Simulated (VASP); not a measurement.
# BaAs (Pm-3m) in VASP: a series of runs

Runs on BaAs. Level: r2SCAN. Tasks: equation of state, elastic constants.

Program: VASP 6.6.1. These are calculated values, not measurements. Logs are shortened: lines on timing, memory, paths and dates and some standing lists are left out, and cuts for length are marked.

## 1. The structure

The structure is cubic, space group Pm-3m (No. 221). The conventional cell has a = 4.025 Å, b = 4.025 Å, c = 4.025 Å, α = 90.00°, β = 90.00°, γ = 90.00°. Ba (site symmetry m-3m) has 8 As at 3.49 Å as nearest neighbours. As (site symmetry m-3m) is surrounded by 8 Ba at 3.49 Å.

The cell was built by a generator and needn't be a form met in nature.

## 2. Equation of state, r2SCAN, 30.64 Å³/atom (volume scaled by 0.94)

Contents of INCAR:

```
PREC     = Accurate       # precision mode
ENCUT    = 520            # plane-wave cutoff, eV
EDIFF    = 1E-6           # SCF threshold, eV
ISMEAR   = -1             # smearing method
SIGMA    = 0.05           # smearing width, eV
LREAL    = False          # projectors in reciprocal space
LASPH    = True           # aspherical terms in the spheres
NELM     = 80             # most SCF steps
ALGO     = Normal         # electronic algorithm
ISIF     = 2              # what is computed and relaxed
LWAVE    = False          # write WAVECAR
LCHARG   = False          # write CHGCAR
METAGGA  = R2SCAN         # meta-GGA
LMIXTAU  = True
```

Contents of KPOINTS:

```
Automatic mesh
0
Gamma
  7 7 7
```

Contents of POSCAR:

```
BaAs
1.0
    3.9424281373      0.0000000000      0.0000000000
    0.0000000000      3.9424281373      0.0000000000
    0.0000000000      0.0000000000      3.9424281373
Ba As
1 1
Direct
    0.0000000000      0.0000000000      0.0000000000
    0.5000000000      0.5000000000      0.5000000000
```

Potentials or basis: VASP PAW PBE potentials, release 64 (Ba_sv, As).

Launch:

```console
> cat potpaw_PBE.64/Ba_sv/POTCAR potpaw_PBE.64/As/POTCAR > POTCAR
> mpirun -np 1 vasp_std > vasp.out
```

OUTCAR:

```text
PREC = Accurate
   ENCUT = 520
   EDIFF = 1E-6
   ISMEAR = -1
   LREAL = False
   LASPH = True
   NELM = 80
   ISIF = 2
   METAGGA = R2SCAN

 Found     20 irreducible k-points:

 Following reciprocal coordinates:
            Coordinates               Weight
  0.000000  0.000000  0.000000      1.000000
  0.142857  0.000000  0.000000      6.000000
  0.285714  0.000000  0.000000      6.000000
  0.428571  0.000000  0.000000      6.000000
  0.142857  0.142857  0.000000     12.000000
  0.285714  0.142857  0.000000     24.000000
   k-points           NKPTS =     20   k-points in BZ     NKDIM =     20   number of bands    NBANDS=     11
   number of dos      NEDOS =    301   number of ions     NIONS =      2
   total plane-waves  NPLWV =  27000
   dimension x,y,z NGX =    30 NGY =   30 NGZ =   30
   dimension x,y,z NGXF=    60 NGYF=   60 NGZF=   60
   ions per type =               1   1
   NGX,Y,Z   is equivalent  to a cutoff of  12.65, 12.65, 12.65 a.u.
   NGXF,Y,Z  is equivalent  to a cutoff of  25.30, 25.30, 25.30 a.u.
 SYSTEM =  unknown system
   PREC   = accura    normal or accurate (medium, high low for compatibility)
   ISTART =      0    job   : 0-new  1-cont  2-samecut
   ICHARG =      2    charge: 1-file 2-atom 10-const
   ISPIN  =      1    spin polarized calculation?
   LNONCOLLINEAR =      F non collinear calculations
   LSORBIT =      F    spin-orbit coupling
   LASPH  =      T    aspherical Exc in radial PAW
   ENCUT  =  520.0 eV  38.22 Ry    6.18 a.u.   7.33  7.33  7.33*2*pi/ulx,y,z
   NELM   =     80;   NELMIN=  2; NELMDL= -5     # of ELM steps
   EDIFF  = 0.1E-05   stopping-criterion for ELM
   LREAL  =      F    real-space projection
   EDIFFG = 0.1E-04   stopping-criterion for IOM
   NSW    =      0    number of steps for IOM
   IBRION =     -1    ionic relax: 0-MD 1-quasi-New 2-CG
   NFREE  =      0    steps in history (QN), initial steepest desc. (CG)
   ISIF   =      2    stress and relaxation
   ISYM   =      2    0-nonsym 1-usesym 2-fastsym
   POTIM  = 0.5000    time-step for ionic-motion
   TEBEG  =    0.0;   TEEND  =   0.0 temperature during run
   PSTRESS=    0.0 pullay stress
   NELECT =      15.0000    total number of electrons
   NUPDOWN=      -1.0000    fix difference up-down
   EMIN   =  10.00;   EMAX   =-10.00  energy-range for DOS
   EFERMI =   0.00;   METHOD = LEGACY
   ISMEAR =    -1;   SIGMA  =   0.05  broadening in eV -4-tet -1-fermi 0-gaus
   EFERMI_NEDOS =   21; number of points for ismear=-14 and -15
   IALGO  =     38    algorithm
   IMIX   =      4    mixing-type and parameters
     AMIX     =   0.40;   BMIX     =  1.00
     AMIX_MAG =   1.60;   BMIX_MAG =  1.00
  volume/ion in A,a.u.               =      30.64       206.76
  Fermi-wavevector in a.u.,A,eV,Ry     =   1.024098  1.935264 14.269470  1.048776
  Thomas-Fermi vector in A             =   2.157867
   LORBIT       =      0    0 simple, 1 ext, 2 COOP (PROOUT), +10 PAW based schemes
   METAGGA = R2SCAN    functional components
   LHFCALC =     F    Hartree Fock is set to
   AEXX    =    0.0000 exact exchange contribution
   IVDW    =     0    specifies the selected vdW correction
   LEPSILON=     F    determine dielectric tensor
   LRPA    =     F    only Hartree local field effects (RPA)
 non-spin polarized calculation
  energy-cutoff  :      520.00
  volume of cell :       61.28
 maximum number of plane-waves:      1663
 NGX is ok and might be reduce to    30
   NGX = 15   NGY = 15   NGZ = 15

 number of electron      14.9999999 magnetization

 Free energy of the ion-electron system (eV)
  ---------------------------------------------------
  ext. energy  EPLUGINS =         0.00000000
  ---------------------------------------------------
  free energy    TOTEN  =       -43.01334320 eV

  energy without entropy =      -42.99118337  energy(sigma->0) =      -43.00226328

 E-fermi :   3.0680     XC(G=0):  -9.8009

 val. band max:        3.0612087553   @ k =   0.4286   0.1429   0.0000
 cond. band min:       3.0791651693   @ k =   0.4286   0.2857   0.1429
 fundamental gap:      0.0179564140
 Fermi energy:         3.0679520744

 k-point     1 :       0.0000    0.0000    0.0000
  band No.  band energies     occupation
      1     -25.3378      2.00000
      2      -9.8464      2.00000
      3      -9.8464      2.00000
      4      -9.8464      2.00000
      5      -7.3651      2.00000
      6       3.7443      0.00000
      7       3.7443      0.00000
      8       3.7443      0.00000
      9       4.2279      0.00000
     10       4.2279      0.00000
     11       7.6469      0.00000

 k-point     2 :       0.1429    0.0000    0.0000
  band No.  band energies     occupation
      1     -25.3245      2.00000
      2     -10.1142      2.00000
      3      -9.8268      2.00000
      4      -9.8268      2.00000
      5      -7.0920      2.00000
      6       2.5138      1.99997
      7       3.5700      0.00009
      8       3.5700      0.00009
      9       4.3759      0.00000
     10       5.2411      0.00000
     11       8.5024      0.00000

 k-point     3 :       0.2857    0.0000    0.0000
  band No.  band energies     occupation
      1     -25.2944      2.00000
      2     -10.5988      2.00000
      3      -9.7821      2.00000
      4      -9.7821      2.00000
      5      -6.5548      2.00000
      6       1.0527      2.00000
      7       3.1969      0.14088
      8       3.1969      0.14088
      9       4.7741      0.00000
     10       6.9590      0.00000
     11       9.6020      0.00000

 k-point     4 :       0.4286    0.0000    0.0000
  band No.  band energies     occupation
      1     -25.2699      2.00000
      2     -10.9221      2.00000
      3      -9.7456      2.00000
      4      -9.7456      2.00000
      5      -6.1361      2.00000
      6       0.1245      2.00000
      7       2.9150      1.91033
      8       2.9150      1.91033
      9       5.2087      0.00000
     10       9.0713      0.00000
     11       9.2382      0.00000

 k-point     5 :       0.1429    0.1429    0.0000
  band No.  band energies     occupation
      1     -25.3114      2.00000
      2     -10.1586      2.00000
      3      -9.9862      2.00000
      4      -9.8081      2.00000
      5      -6.8926      2.00000
      6       2.2886      2.00000
      7       2.8244      1.98477
      8       3.4808      0.00052
      9       4.8962      0.00000
     10       5.7898      0.00000
     11       8.2056      0.00000

 k-point     6 :       0.2857    0.1429    0.0000
  band No.  band energies     occupation
      1     -25.2817      2.00000
      2     -10.5500      2.00000
      3      -9.9686      2.00000
      4      -9.7655      2.00000
      5      -6.5028      2.00000
      6       1.1580      2.00000
      7       2.6870      1.99902
      8       3.2572      0.04443
      9       5.2634      0.00000
     10       7.2411      0.00000
     11       8.2760      0.00000

 [... further k-points ...]

------------------------ aborting loop because EDIFF is reached ----------------------------------------

  FORCE on cell =-STRESS in cart. coord.  units (eV):
  Direction    XX          YY          ZZ          XY          YZ          ZX
  --------------------------------------------------------------------------------------
  -------------------------------------------------------------------------------------
  Total        1.0865149      1.0865149      1.0865149      0.0000000      0.0000000      0.0000000
  in kB       28.4089322     28.4089322     28.4089322      0.0000000      0.0000000      0.0000000
  external PRESSURE =      28.4089322 kB  Pullay stress =       0.0000000 kB

 VOLUME and BASIS-vectors are now :
 -----------------------------------------------------------------------------
  energy-cutoff  :      520.00
  volume of cell :       61.28
      direct lattice vectors                 reciprocal lattice vectors
     3.942428137  0.000000000  0.000000000     0.253650787  0.000000000  0.000000000
     0.000000000  3.942428137  0.000000000     0.000000000  0.253650787  0.000000000
     0.000000000  0.000000000  3.942428137     0.000000000  0.000000000  0.253650787

 POSITION                                       TOTAL-FORCE (eV/Angst)
 -----------------------------------------------------------------------------------
      0.00000      0.00000      0.00000         0.000000      0.000000      0.000000
      1.97121      1.97121      1.97121         0.000000      0.000000      0.000000
 -----------------------------------------------------------------------------------
    total drift:                                0.000000     -0.000000     -0.000000

  FREE ENERGIE OF THE ION-ELECTRON SYSTEM (eV)
  ---------------------------------------------------
  free  energy   TOTEN  =       -43.0133432023 eV

  energy  without entropy=      -42.9911833659  energy(sigma->0) =      -43.00226328
```

stdout:

```text
POSCAR found type information on POSCAR BaAs
 POSCAR found :  2 types and       2 ions
 scaLAPACK will be used
 -----------------------------------------------------------------------------
|                                                                             |
|                                                                             |
|     You enforced a specific xc type in the INCAR file but a different       |
|     I HOPE YOU KNOW WHAT YOU ARE DOING!                                     |
|                                                                             |
 -----------------------------------------------------------------------------

 LDA part: xc-table for (None), standard interpolation
 POSCAR, INCAR and KPOINTS ok, starting setup
 FFT: planning ... GRIDC
 FFT: planning ... GRID_SOFT
 FFT: planning ... GRID
 WAVECAR not read
 entering main loop
```

It took 31 s on 1 thread of Intel Xeon 6975P-C (Granite Rapids), shared host; peak memory 0.17 GiB.

Results:

```yaml
Free_energy: -43.0133 eV
Pressure: 2.8 GPa
Band_gap_on_the_k_mesh: none (metal or under the smearing width)
```

Caveat: the PAW data sets were made with another functional, which shifts forces and pressure a little.

## 3. Equation of state, r2SCAN, 31.29 Å³/atom (volume scaled by 0.96)

Contents of INCAR:

```
SYSTEM = BaAs
ALGO = Normal ; EDIFF = 1E-7
ENCUT = 520 ; ISIF = 2
ISMEAR = -1 ; LASPH = .True.
LCHARG = .False. ; LMIXTAU = .True.
LREAL = .False. ; LWAVE = .False.
METAGGA = R2SCAN ; NELM = 60
PREC = Accurate ; SIGMA = 0.05
```

Contents of KPOINTS:

```
k-points
0
Gamma
  7 7 7
  0 0 0
```

Contents of POSCAR:

```
BaAs
1.0
    3.9701926305      0.0000000000      0.0000000000
    0.0000000000      3.9701926305      0.0000000000
    0.0000000000      0.0000000000      3.9701926305
Ba As
1 1
Direct
    0.0000000000      0.0000000000      0.0000000000
    0.5000000000      0.5000000000      0.5000000000
```

Potentials or basis: VASP PAW PBE potentials, release 64 (Ba_sv, As).

Launch:

```console
> cat potpaw_PBE.64/Ba_sv/POTCAR potpaw_PBE.64/As/POTCAR > POTCAR
> mpirun -np 1 vasp_std > vasp.out
```

It took 38 s on 1 thread of Intel Xeon 6975P-C (Granite Rapids), shared host; peak memory 0.17 GiB.

The run converged. Its results:

| Property | Result |
| --- | --- |
| Free energy | -43.0323 eV |
| Pressure | 1.8 GPa |
| Band gap on the k mesh | none (metal or under the smearing width) |

Caveat: the PAW data sets were made with another functional, which shifts forces and pressure a little.

## 4. Equation of state, r2SCAN, 31.94 Å³/atom (volume scaled by 0.98)

Contents of INCAR:

```
SYSTEM = BaAs
ALGO     = Normal         ! electronic algorithm
EDIFF    = 1E-6           ! SCF threshold, eV
ENCUT    = 520            ! plane-wave cutoff, eV
ISIF     = 2              ! what is computed and relaxed
ISMEAR   = -1             ! smearing method
LASPH    = .TRUE.         ! aspherical terms in the spheres
LCHARG   = .FALSE.        ! write CHGCAR
LMIXTAU  = .TRUE.       
LREAL    = .FALSE.        ! projectors in reciprocal space
LWAVE    = .FALSE.        ! write WAVECAR
METAGGA  = R2SCAN         ! meta-GGA
NELM     = 80             ! most SCF steps
PREC     = Accurate       ! precision mode
SIGMA    = 0.05           ! smearing width, eV
```

Contents of KPOINTS:

```
k-points
0
G
  7 7 7
  0 0 0
```

Contents of POSCAR:

```
BaAs
1.0
    3.9975741346      0.0000000000      0.0000000000
    0.0000000000      3.9975741346      0.0000000000
    0.0000000000      0.0000000000      3.9975741346
Ba As
1 1
Direct
    0.0000000000      0.0000000000      0.0000000000
    0.5000000000      0.5000000000      0.5000000000
```

Launch:

```console
> cat potpaw_PBE.64/Ba_sv/POTCAR potpaw_PBE.64/As/POTCAR > POTCAR
> mpirun -np 1 vasp_std > vasp.out
```

Wall time 36 s (1 thread of Intel Xeon 6975P-C (Granite Rapids), shared host); peak memory 0.17 GiB.

Results (log left out):

- Free energy: -43.0435 eV
- Pressure: 0.9 GPa
- Band gap on the k mesh: none (metal or under the smearing width)

Caveat: the PAW data sets were made with another functional, which shifts forces and pressure a little.

## 5. Equation of state, r2SCAN, 33.25 Å³/atom (volume scaled by 1.02)

Contents of INCAR:

```
ALGO = Normal
EDIFF = 1E-6
ENCUT = 520
ISIF = 2
ISMEAR = -1
LASPH = True
LCHARG = False
LMIXTAU = True
LREAL = False
LWAVE = False
METAGGA = R2SCAN
NELM = 60
PREC = Accurate
SIGMA = 0.05
```

Contents of KPOINTS:

```
k-points
0
Gamma
  7 7 7
```

Contents of POSCAR:

```
BaAs
1.0
    4.0512392515      0.0000000000      0.0000000000
    0.0000000000      4.0512392515      0.0000000000
    0.0000000000      0.0000000000      4.0512392515
Ba As
1 1
Direct
    0.0000000000      0.0000000000      0.0000000000
    0.5000000000      0.5000000000      0.5000000000
```

Launch:

```console
> cat potpaw_PBE.64/Ba_sv/POTCAR potpaw_PBE.64/As/POTCAR > POTCAR
> mpirun -np 1 vasp_std > vasp.out
```

Wall time 36 s (1 thread of Intel Xeon 6975P-C (Granite Rapids), shared host); peak memory 0.17 GiB.

It converged, with:

```yaml
Free_energy: -43.0460 eV
Pressure: -0.6 GPa
Band_gap_on_the_k_mesh: none (metal or under the smearing width)
```

Caveat: the PAW data sets were made with another functional, which shifts forces and pressure a little.

## 6. Equation of state, r2SCAN, 33.90 Å³/atom (volume scaled by 1.04)

Contents of INCAR:

```
PREC = Accurate
ENCUT = 520
EDIFF = 1E-7
ISMEAR = -1
SIGMA = 0.05
LREAL = F
LASPH = T
NELM = 100
ALGO = Normal
ISIF = 2
LWAVE = F
LCHARG = F
METAGGA = R2SCAN
LMIXTAU = T
```

Contents of KPOINTS:

```
Automatic mesh
0
Gamma
  7 7 7
```

Contents of POSCAR:

```
BaAs
1.0
    4.0775467370      0.0000000000      0.0000000000
    0.0000000000      4.0775467370      0.0000000000
    0.0000000000      0.0000000000      4.0775467370
Ba As
1 1
Direct
    0.0000000000      0.0000000000      0.0000000000
    0.5000000000      0.5000000000      0.5000000000
```

Potentials or basis: VASP PAW PBE potentials, release 64 (Ba_sv, As).

Launch:

```console
> cat potpaw_PBE.64/Ba_sv/POTCAR potpaw_PBE.64/As/POTCAR > POTCAR
> mpirun -np 1 vasp_std > vasp.out
```

Run time: 42 s. Hardware: 1 thread of Intel Xeon 6975P-C (Granite Rapids), shared host; peak memory 0.17 GiB.

Results (log left out):

* Free energy: -43.0384 eV
* Pressure: -1.3 GPa
* Band gap on the k mesh: none (metal or under the smearing width)

Caveat: the PAW data sets were made with another functional, which shifts forces and pressure a little.

## 7. Equation of state, r2SCAN, 34.55 Å³/atom (volume scaled by 1.06)

Contents of INCAR:

```
ALGO     = Normal         # electronic algorithm
EDIFF    = 1E-6           # SCF threshold, eV
ENCUT    = 520            # plane-wave cutoff, eV
ISIF     = 2              # what is computed and relaxed
ISMEAR   = -1             # smearing method
LASPH    = True           # aspherical terms in the spheres
LCHARG   = False          # write CHGCAR
LMIXTAU  = True         
LREAL    = False          # projectors in reciprocal space
LWAVE    = False          # write WAVECAR
METAGGA  = R2SCAN         # meta-GGA
NELM     = 60             # most SCF steps
PREC     = Accurate       # precision mode
SIGMA    = 0.05           # smearing width, eV
```

Contents of KPOINTS:

```
k-points
0
Gamma
  7 7 7
```

Contents of POSCAR:

```
BaAs
1.0
    4.1035190725      0.0000000000      0.0000000000
    0.0000000000      4.1035190725      0.0000000000
    0.0000000000      0.0000000000      4.1035190725
Ba As
1 1
Direct
    0.0000000000      0.0000000000      0.0000000000
    0.5000000000      0.5000000000      0.5000000000
```

Launch:

```console
> cat potpaw_PBE.64/Ba_sv/POTCAR potpaw_PBE.64/As/POTCAR > POTCAR
> mpirun -np 1 vasp_std > vasp.out
```

It took 28 s on 1 thread of Intel Xeon 6975P-C (Granite Rapids), shared host; peak memory 0.19 GiB.

The run converged. Its results:

- Free energy: -43.0257 eV
- Pressure: -1.8 GPa
- Band gap on the k mesh: none (metal or under the smearing width)

Caveat: the PAW data sets were made with another functional, which shifts forces and pressure a little.

(Continued in part 2 of 2.)
